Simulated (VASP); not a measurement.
Input:

```
YSi
1.0
    0.00000     2.87142     2.87142
    2.87142     0.00000     2.87142
    2.87142     2.87142     0.00000
Si Y
1 1
Direct
  0.00000   0.00000   0.00000
  0.50000   0.50000   0.50000
```

The numbers are results of PBEsol GGA, VASP's PBE PAW potentials (set 64) (plane waves; VASP), not measurements. Settings: 400 eV cut-off, Gaussian smearing of 0.050 eV, potentials Si Y_sv.

Q: Estimate the band gap (along the path) with the smallest direct gap where there is one.

A: 
```
Property                                                     Result
-------------------------  ----------------------------------------
band gap (along the path)  none (metal, semimetal or under 0.01 eV)
```

The structure was generated: YSi was put into the rocksalt type (Fm-3m), which need not be its known phase. It was relaxed first, which changed the volume by -15 %. The electron count is odd and the run is not spin-polarised, which forces a metal.
